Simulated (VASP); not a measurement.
A VASP calculation is set up with these files.

POSCAR:
```
TiSi2
1
    0.0000000000     4.1459260000     4.2923140000
    2.4059980000     0.0000000000     4.2923140000
    2.4059980000     4.1459260000     0.0000000000
Ti Si
2 4
Direct
  0.5000000000   0.5000000000   0.5000000000
  0.7500000000   0.7500000000   0.7500000000
  0.8374300000   0.1625700000   0.8374300000
  0.1625700000   0.8374300000   0.1625700000
  0.4125700000   0.0874300000   0.4125700000
  0.0874300000   0.4125700000   0.0874300000
```

File KPOINTS:
```
Regular mesh
0
G
  7 7 7
```

INCAR:
```
SIGMA=0.272   # width (eV)
LASPH=.True.   # aspherical one-centre terms
IBRION=2
LCHARG=.False.
GGA=PE   # PBE
ISMEAR=0   # Gaussian
PREC=Accurate
NELM=100   # most electronic steps
ALGO=Normal   # blocked Davidson
LREAL=.False.
EDIFF=1E-6
ENCUT=300   # plane-wave cut-off (eV)
NSW=50   # most ionic steps
EDIFFG=-0.01
LMAXMIX=4
LWAVE=.False.
ISIF=3
SYSTEM=TiSi2
```

POTCAR, in this order: Ti_sv Si (PBE.64 set). Program: vasp_std.

### Question
Write an equivalent input for Ansatz.

### Answer
One equivalent input (not run):
Ansatz 0.2 input:
```yaml
crystal:
  lattice:
    - [0.0000000, 4.1459260, 4.2923140]
    - [2.4059980, 0.0000000, 4.2923140]
    - [2.4059980, 4.1459260, 0.0000000]
  atoms:
    - { symbol: Ti, position: [0.5000000, 0.5000000, 0.5000000] }
    - { symbol: Ti, position: [0.7500000, 0.7500000, 0.7500000] }
    - { symbol: Si, position: [0.8374300, 0.1625700, 0.8374300] }
    - { symbol: Si, position: [0.1625700, 0.8374300, 0.1625700] }
    - { symbol: Si, position: [0.4125700, 0.0874300, 0.4125700] }
    - { symbol: Si, position: [0.0874300, 0.4125700, 0.0874300] }
kpoints:
  mp_grid: { grid: [7, 7, 7] }
hamiltonian:
  xc: pbe
  pseudopotentials: { kind: paw }
scf:
  occupations: { method: gaussian, width: 0.272 }
  max_iter: 100
relax:
  max_steps: 50
  f_tol: 0.01
  cell: {}
output: { forces: true, stress: true, eigenvalues: true }
```
What does not carry over: each code has its own PAW files, so the cut-off isn't converted (ENCUT is set for VASP's; basis.ecutwfc is left out, and Ansatz then takes the one that its files recommend); Ansatz stops its SCF on the density residual and VASP on the energy change (EDIFF).

The structure comes from a computed database's TiSi2 entry; how it stands against other phases isn't given here. This run relaxes it. Symmetry was kept, so distortions that lower it aren't found. The run is one of a series of settings (EDIFFG = -0.01, IBRION = 2, ISIF = 3, NSW = 50 against the base run), some of them coarse on purpose.
